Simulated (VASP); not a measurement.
A convergence study with VASP on Si (space group no. 227 when undisturbed): a few settings are varied, all else stays as given below, so the limit is that of these other settings. One atom is moved off its site, so that forces are finite.

```
CELL_PARAMETERS angstrom
      0.00000     2.70735     2.70735
      2.70735     0.00000     2.70735
      2.70735     2.70735     0.00000
ATOMIC_POSITIONS crystal
  Si 0.00533 0.00533 0.00533
  Si 0.25000 0.25000 0.25000
```

Level of theory: PBEsol GGA, VASP's PBE PAW potentials (set 64) (plane waves; VASP 6.6.1). The last row used: 300 eV cut-off, 8×8×8 Γ-centred mesh, Fermi-Dirac smearing of 0.010 eV, potentials Si.

Gaps are read on the run's mesh, which can miss a band edge.

```
setting        E (eV/atom)  pressure (GPa)  largest force (eV/Å)  gap on the mesh (eV)  irreducible k-points
-------------  -----------  --------------  --------------------  --------------------  --------------------
EDIFF = 1E-01            …               …                 0.740                     …                    65
EDIFF = 1E-02            …               …                 0.740                 0.338                    65
EDIFF = 1E-03      -5.7320            1.13                 0.739                 0.338                    65
EDIFF = 1E-04      -5.7320            1.10                 0.739                 0.337                    65
EDIFF = 1E-05      -5.7320            1.12                 0.739                 0.339                    65
EDIFF = 1E-06      -5.7320            1.12                 0.739                 0.339                    65
EDIFF = 1E-07      -5.7320            1.12                 0.739                 0.339                    65
EDIFF = 1E-08      -5.7320            1.12                 0.739                 0.339                    65
EDIFF = 1E-10      -5.7320            1.12                 0.739                 0.339                    65
EDIFF = 1E-12      -5.7320            1.12                 0.739                 0.339                    65
```

Complete the blanks.

- EDIFF = 1E-02, E (eV/atom): -5.7319
- EDIFF = 1E-02, pressure (GPa): 1.15
- EDIFF = 1E-01, E (eV/atom): -5.7315
- EDIFF = 1E-01, pressure (GPa): 0.48
- EDIFF = 1E-01, gap on the mesh (eV): 0.317

Left out are rungs that failed or repeat a setting and relaxations that didn't move; long series are thinned to 24 rows.

The structure is a typed Si crystal (space group no. 227). The cell was not relaxed at this level, it is distorted from the ideal structure.
